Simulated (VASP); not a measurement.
# Lattice of Silicon across functionals and dispersion corrections, part 2 of 2

Aim: relax Silicon at several levels and hold each cell against experiment. LASPH is on for some levels and off for others; the table marks which. The start is a cell from a database of measured crystal structures.

VASP 6.6.1, plane waves and PAW; the level of theory is named at each step.

So far. Step 2 (Relaxation with PBE): It ends with forces that vanish by symmetry and a pressure of 0.01 GPa. The volume lies +2.1 % from that of the database's start. The conventional cell has a = 5.469 Å. Step 3 (Relaxation with LDA): It ends at 19.83 Å³/atom, -1.0 % from the start, with 0.00 GPa left. The conventional cell has a = 5.413 Å.

## Step 4: Relaxation with r2SCAN

This step: r2SCAN; plane waves and PAW (Si) (VASP 6.6.1).

r2SCAN adds the kinetic-energy density, costs more than a GGA and is run with LASPH.

INCAR

```
SYSTEM = Si
PREC = Accurate
ENCUT = 520
EDIFF = 1E-06
NELM = 100
ISMEAR = -1
SIGMA = 0.05
LREAL = .FALSE.
ALGO = Normal
METAGGA = R2SCAN
LASPH = .TRUE.
NBANDS = 10
LORBIT = 11
LWAVE = .FALSE.
LCHARG = .FALSE.
KPAR = 2
IBRION = 2
NSW = 60
ISIF = 3
EDIFFG = -0.01
```

POSCAR

```
Si
1.0
    0.0000000000      2.7154705000      2.7154705000
    2.7154705000      0.0000000000      2.7154705000
    2.7154705000      2.7154705000      0.0000000000
Si
2
Direct
    0.0000000000      0.0000000000      0.0000000000
    0.2500000000      0.2500000000      0.2500000000
```

KPOINTS

```
Automatic mesh
0
Gamma
7 7 7
0 0 0
```

The projector-augmented-wave data sets are Si (PBE family, release 64).

The run is started by

```
$ mpirun -np 2 vasp_std
```

What it wrote:

```text
[banner, memory and clock lines left out]
running    2 mpi-ranks, on    1 nodes
[...]
[... a notice as in an earlier step ...]

 LDA part: xc-table for (None), standard interpolation
 POSCAR, INCAR and KPOINTS ok, starting setup
[...]
entering main loop
       N       E                     dE             d eps       ncg     rms          rms(c)
DAV:   1    -0.138610157196E+01   -0.13861E+01   -0.34188E+03   400   0.651E+02
DAV:   2    -0.182501214856E+02   -0.16864E+02   -0.16449E+02   520   0.888E+01
DAV:   3    -0.187053572383E+02   -0.45524E+00   -0.45373E+00   522   0.126E+01
DAV:   4    -0.187088329770E+02   -0.34757E-02   -0.34742E-02   488   0.133E+00
[...]
DAV:  10    -0.175419468564E+02   -0.15051E-04   -0.63374E-06   486   0.209E-02    0.101E-02
DAV:  11    -0.175419504225E+02   -0.35662E-05   -0.13790E-06   400   0.858E-03    0.262E-03
DAV:  12    -0.175419504356E+02   -0.13081E-07   -0.55699E-08   222   0.164E-03
   1 F= -.17541950E+02 E0= -.17541946E+02  d E =-.175420E+02
[...]
N       E                     dE             d eps       ncg     rms          rms(c)
DAV:   1    -0.175422444765E+02   -0.29405E-03   -0.16377E-02   434   0.613E-01    0.135E-01
DAV:   2    -0.175421683741E+02    0.76102E-04   -0.48625E-04   452   0.132E-01    0.898E-02
DAV:   3    -0.175420703108E+02    0.98063E-04   -0.20398E-04   414   0.707E-02    0.286E-02
DAV:   4    -0.175420698154E+02    0.49544E-06   -0.45309E-06   504   0.158E-02
   2 F= -.17542070E+02 E0= -.17542066E+02  d E =-.119380E-03
 trial-energy change:   -0.000119  1 .order   -0.000137   -0.001159    0.000885
 step:   0.5543(harm=  0.5670)  dis= 0.00000  next Energy=   -17.542269 (dE=-0.318E-03)
[...]
N       E                     dE             d eps       ncg     rms          rms(c)
DAV:   1    -0.175422974185E+02   -0.22711E-03   -0.33078E-03   436   0.276E-01    0.570E-02
DAV:   2    -0.175422830205E+02    0.14398E-04   -0.95664E-05   452   0.595E-02    0.387E-02
DAV:   3    -0.175422650895E+02    0.17931E-04   -0.40723E-05   416   0.316E-02    0.128E-02
DAV:   4    -0.175422659050E+02   -0.81545E-06   -0.85813E-07   340   0.707E-03
   3 F= -.17542266E+02 E0= -.17542262E+02  d E =-.315469E-03
[...]
reached required accuracy - stopping structural energy minimisation
```

Wall time 46 s (2 MPI ranks of AMD EPYC 7R43, shared host); peak memory 0.25 GiB; 90 s of CPU time.

Parts of OUTCAR (step 4):

```text
  Total        0.0004519      0.0004519      0.0004519      0.0000000      0.0000000     -0.0000000
  in kB        0.0179881      0.0179881      0.0179881      0.0000000      0.0000000     -0.0000000
  external PRESSURE =       0.0179881 kB  Pullay stress =       0.0000000 kB

 POSITION                                       TOTAL-FORCE (eV/Angst)
 -----------------------------------------------------------------------------------
      0.00000      0.00000      0.00000        -0.000000     -0.000000     -0.000000
      1.36003      1.36003      1.36003         0.000000      0.000000      0.000000
 -----------------------------------------------------------------------------------
    total drift:                               -0.000000     -0.000000     -0.000000

  FREE ENERGIE OF THE ION-ELECTRON SYSTEM (eV)
  ---------------------------------------------------
  free  energy   TOTEN  =       -17.5422659050 eV

  energy  without entropy=      -17.5422570952  energy(sigma->0) =      -17.54226150

[... 2 parts as in an earlier step ...]

[... 2 further parts left out ...]
[key lines of the parts left out:]
E-fermi :   6.0615
```

The PAW data sets were made with PBE, which is usual practice but a small mismatch for other functionals.

Step by step:

```tsv
step	energy less that of the first step (eV)	largest force (eV/Å)	pressure (GPa)	volume (Å³)
1	0.0000	0.0000	0.51	40.05
2	-0.0001	0.0000	-0.38	40.41
3	-0.0003	0.0000	0.00	40.25
```

```tsv
conventional cell, symmetrised	before	after	change
a (Å)	5.431	5.440	+0.2 %
b (Å)	5.431	5.440	+0.2 %
c (Å)	5.431	5.440	+0.2 %
volume (Å³/atom)	20.02	20.13	+0.5 %
```

The relaxed structure:

```cif
data_structure
_symmetry_space_group_name_H-M 'P 1'
_symmetry_Int_Tables_number 1
_cell_length_a 3.8468
_cell_length_b 3.8468
_cell_length_c 3.8468
_cell_angle_alpha 60.000
_cell_angle_beta 60.000
_cell_angle_gamma 60.000
_cell_volume 40.25
loop_
_atom_site_label
_atom_site_type_symbol
_atom_site_fract_x
_atom_site_fract_y
_atom_site_fract_z
_atom_site_occupancy
Si1 Si 0.00000 0.00000 0.00000 1
Si2 Si 0.25000 0.25000 0.25000 1
```

It ends at 20.13 Å³/atom, +0.5 % from the start, with 0.00 GPa left. The conventional cell has a = 5.440 Å.

## Step 5: Relaxation with PBE + D3(BJ)

This step: PBE with D3(BJ); plane waves and PAW (Si) (VASP 6.6.1).

A dispersion term adds the long-range attraction that semilocal functionals lack. D3 with Becke-Johnson damping keeps a finite attraction at short range.

INCAR: that of step 4 with these lines changed.

```diff
@@ -9,4 +9,4 @@
 ALGO = Normal
-METAGGA = R2SCAN
-LASPH = .TRUE.
+GGA = PE
+IVDW = 12
 NBANDS = 10
```

POSCAR is that of step 4.

KPOINTS is that of step 4.

The run is started by

```
$ mpirun -np 2 vasp_std
```

What it wrote:

```text
[... set-up lines as in an earlier step ...]
 entering main loop
       N       E                     dE             d eps       ncg     rms          rms(c)
[... 11 cycles as in an earlier step ...]
   1 F= -.11463735E+02 E0= -.11463708E+02  d E =-.114637E+02
[...]
N       E                     dE             d eps       ncg     rms          rms(c)
DAV:   1    -0.108302613102E+02    0.52401E-02   -0.18572E-02   438   0.644E-01    0.130E-01
DAV:   2    -0.108299422492E+02    0.31906E-03   -0.33854E-04   442   0.106E-01    0.829E-02
DAV:   3    -0.108297776553E+02    0.16459E-03   -0.32943E-04   426   0.781E-02    0.256E-02
DAV:   4    -0.108297785417E+02   -0.88641E-06   -0.55767E-06   444   0.163E-02
   2 F= -.11463980E+02 E0= -.11463948E+02  d E =-.244384E-03
 trial-energy change:   -0.000244  1 .order   -0.000222   -0.001248    0.000803
 step:   0.6236(harm=  0.6083)  dis= 0.00000  next Energy=   -11.464130 (dE=-0.394E-03)
[...]
N       E                     dE             d eps       ncg     rms          rms(c)
DAV:   1    -0.108322672417E+02   -0.24896E-02   -0.25891E-03   438   0.241E-01    0.457E-02
DAV:   2    -0.108322208056E+02    0.46436E-04   -0.46904E-05   444   0.395E-02    0.293E-02
DAV:   3    -0.108321941052E+02    0.26700E-04   -0.45709E-05   424   0.291E-02    0.957E-03
DAV:   4    -0.108321939098E+02    0.19540E-06   -0.72835E-07   288   0.608E-03
   3 F= -.11464133E+02 E0= -.11464103E+02  d E =-.398277E-03
[...]
reached required accuracy - stopping structural energy minimisation
```

Wall time 9.4 s (2 MPI ranks); peak memory 0.27 GiB; 18 s of CPU time.

From OUTCAR (step 5):

```text
 Edisp (eV)   -0.63420

 Edisp (eV)   -0.63194

  Total       0.00239     0.00239     0.00239     0.00000     0.00000    -0.00000
  in kB       0.09636     0.09636     0.09636     0.00000     0.00000    -0.00000
  external pressure =        0.10 kB  Pullay stress =        0.00 kB

 POSITION                                       TOTAL-FORCE (eV/Angst)
 -----------------------------------------------------------------------------------
      0.00000      0.00000      0.00000        -0.000000     -0.000000     -0.000000
      1.35505      1.35505      1.35505         0.000000      0.000000      0.000000
 -----------------------------------------------------------------------------------
    total drift:                               -0.000000     -0.000000     -0.000000

  FREE ENERGIE OF THE ION-ELECTRON SYSTEM (eV)
  ---------------------------------------------------
  free  energy   TOTEN  =       -11.4641334097 eV

  energy  without entropy=      -11.4640733428  energy(sigma->0) =      -11.46410338

[... 2 parts as in an earlier step ...]

[... 2 further parts left out ...]
[key lines of the parts left out:]
E-fermi :   6.1516
```

Step by step:

```tsv
step	energy less that of the first step (eV)	largest force (eV/Å)	pressure (GPa)	volume (Å³)
1	0.0000	0.0000	-0.53	40.05
2	-0.0002	0.0000	0.34	39.67
3	-0.0004	0.0000	0.01	39.81
```

```tsv
conventional cell, symmetrised	before	after	change
a (Å)	5.431	5.420	-0.2 %
b (Å)	5.431	5.420	-0.2 %
c (Å)	5.431	5.420	-0.2 %
volume (Å³/atom)	20.02	19.90	-0.6 %
```

Final coordinates:

```cif
data_structure
_symmetry_space_group_name_H-M 'P 1'
_symmetry_Int_Tables_number 1
_cell_length_a 3.8327
_cell_length_b 3.8327
_cell_length_c 3.8327
_cell_angle_alpha 60.000
_cell_angle_beta 60.000
_cell_angle_gamma 60.000
_cell_volume 39.81
loop_
_atom_site_label
_atom_site_type_symbol
_atom_site_fract_x
_atom_site_fract_y
_atom_site_fract_z
_atom_site_occupancy
Si1 Si 0.00000 0.00000 0.00000 1
Si2 Si 0.25000 0.25000 0.25000 1
```

It ends at 19.90 Å³/atom, -0.6 % from the start, with 0.01 GPa left. The conventional cell has a = 5.420 Å. Against plain PBE, the dispersion term moves a by -0.9 %.

## Step 6: The cells as a table

This step: relaxed cells at several levels; plane waves and PAW (VASP 6.6.1).

This step runs nothing: it gathers the runs above.

Lengths are those of the conventional cell; cost is the wall time of each run, as given at its step, times its ranks, without the set-up around it; LASPH differs between rows, which moves results and costs too. Results by level, by row:

```tsv
level	volume (Å³/atom)	change from the start (%)	a (Å)	cost (core minutes)	LASPH
PBE	20.45	2.1	5.469	0.493	off
LDA	19.83	-1	5.413	0.327	off
r2SCAN	20.13	0.5	5.44	1.53	on
PBE + D3(BJ)	19.9	-0.6	5.42	0.313	off
```

## Step 7: Summary of results

```
volume, PBE          : 20.45 Å³/atom
volume, LDA          : 19.83 Å³/atom
volume, r2SCAN       : 20.13 Å³/atom
volume, PBE + D3(BJ) : 19.90 Å³/atom
```

In words: For Silicon the levels give volumes between 19.83 Å³/atom (LDA) and 20.45 Å³/atom (PBE), a spread of 3.1 %, while the cost of the finished runs spans a factor of 4.9. Within 1 % of experiment on every length: PBE, LDA, r2SCAN and PBE + D3(BJ). The nearest, r2SCAN, took 4.9 times the core time of PBE + D3(BJ) and lowers the largest miss from 0.20 to 0.17 %. Thermal and zero-point expansion, often some tenths of a per cent in length, bear on this order: with the measured lengths lowered by an assumed 0.4 % the nearest becomes LDA. The costs hold the number of ionic steps as well as the price of the functional. Adding D3(BJ) to PBE changes the volume by -2.6 % (a by -0.9 %). Within 0.02 Å all end in space group Fd-3m; the runs can't lower the symmetry of the start. LASPH is on for some levels and off for others, so differences between them are not the functional's alone. Each is a single relaxation on the plane waves of the start cell, so larger changes of volume carry a basis-set error that was not tested here.

Comparison with the measured values:

| quantity | measured | PBE | LDA | r2SCAN | PBE + D3(BJ) |
| --- | --- | --- | --- | --- | --- |
| lattice constant a (Å) | 5.431 | 5.469 (+0.7 %) | 5.413 (-0.3 %) | 5.440 (+0.2 %) | 5.420 (-0.2 %) |

Measured values from pmc:9142567 (2022).

How well it matches: For the lattice constant a, of the levels listed nearest comes r2SCAN (+0.2 %, good agreement) and farthest PBE (+0.7 %, good agreement). The grades are ours: good and fair within 0.7 and 1.5 % for the lattice constant a. Zero-point motion and thermal expansion are not in the computed lattice constants.

[Lines on the potential files, build, host, timing and source positions are cut from VASP's logs without a mark.]

[Logs are printed without paths, hosts, clocks, repeated set-up lines and the standing remarks that a program may print on its own settings, such as how far it seeks lower states.]

[Hosts, paths, dates, database ids (printed as entryN), source tags and the programs' standing remarks are cut or masked in the printed files.]

[A measured line is paired with the nearest computed mode of its activity, which favours agreement.]
